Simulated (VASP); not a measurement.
Given:

```
ZrB2
1.0
    1.59211    -2.75761     0.00000
    1.59211     2.75761     0.00000
    0.00000     0.00000     3.64085
Zr B
1 2
Direct
  0.00000   0.00000   0.00000
  0.33333   0.66667   0.50000
  0.66667   0.33333   0.50000
```

Method: vdW-DF2, VASP's PBE PAW potentials (set 64) (plane waves; VASP). Run with 520 eV cut-off, 10×10×8 Γ-centred mesh, first-order Methfessel-Paxton smearing of 0.10 eV, potentials Zr_sv B.

Predict the energy per atom (σ→0), band gap (on the k-mesh) with the smallest direct gap where there is one.

```json
{
  "band gap (on the k-mesh)": "none (metal, semimetal or under 0.01 eV)",
  "energy per atom (σ→0)": "-6.232 eV/atom"
}
```

The absolute energy has meaning only against runs of the same code, potentials and settings.

The compound is ZrB2 in the AlB2 type structure. It was relaxed first. The start is the result of an earlier pass.
